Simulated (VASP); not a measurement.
A VASP calculation is set up with these files.

**INCAR**
```
GGA = PS   ! PBEsol
EDIFFG = -0.02   ! ionic stop
ALGO = Normal   ! blocked Davidson
IBRION = 2   ! conjugate gradients
NSW = 40   ! most ionic steps
ENCUT = 500
EDIFF = 1E-6   ! SCF stop (eV)
LREAL = .FALSE.   ! projection in real space or not
PSTRESS = 300
LWAVE = .FALSE.
ISMEAR = 1   ! Methfessel-Paxton
PREC = Accurate
SIGMA = 0.1
NELM = 100
LASPH = .TRUE.   ! aspherical one-centre terms
LCHARG = .FALSE.
SYSTEM = InAs
ISIF = 3   ! ions, shape and volume
LMAXMIX = 4   ! l cut-off of mixed one-centre charges
```

**POSCAR**
```
InAs
1
    3.5921132657     0.0000000000     0.0000000000
   -1.7960566328     3.1108592696    -0.0000000000
    0.0000000000    -0.0000000000     6.4260667951
In As
2 2
Direct
  0.0000000000   0.0000000000   0.0000000000
  0.0000000000   0.0000000000   0.5000000000
  0.3333330000   0.6666670000   0.2500000000
  0.6666670000   0.3333330000   0.7500000000
```

KPOINTS:
```
Automatic mesh
0
Gamma
10 10 5
0 0 0
```

POTCAR, in this order: In_d As (PBE.64 set). Program: vasp_std.

Task: Translate this PBEsol calculation to Ansatz.

Result: One equivalent input (not run):
Ansatz 0.2 input:
```yaml
crystal:
  lattice:
    - [3.5921133, 0.0000000, 0.0000000]
    - [-1.7960566, 3.1108593, 0.0000000]
    - [0.0000000, 0.0000000, 6.4260668]
  atoms:
    - { symbol: In, position: [0.0000000, 0.0000000, 0.0000000] }
    - { symbol: In, position: [0.0000000, 0.0000000, 0.5000000] }
    - { symbol: As, position: [0.3333330, 0.6666670, 0.2500000] }
    - { symbol: As, position: [0.6666670, 0.3333330, 0.7500000] }
kpoints:
  mp_grid: { grid: [10, 10, 5] }
hamiltonian:
  xc: pbesol
  pseudopotentials: { kind: paw }
scf:
  occupations: { method: methfessel_paxton, width: 0.1 }
  max_iter: 100
relax:
  max_steps: 40
  f_tol: 0.02
  cell: { p_target: 30 }
output: { forces: true, stress: true, eigenvalues: true }
```
What does not carry over: each code has its own PAW files, so the cut-off isn't converted (ENCUT is set for VASP's; basis.ecutwfc is left out, and Ansatz then takes the one that its files recommend); Ansatz stops its SCF on the density residual and VASP on the energy change (EDIFF).

The structure was generated: InAs was put into the NiAs type type (P6_3/mmc), which need not be its known phase. It was relaxed first under an external pressure of 30 GPa.
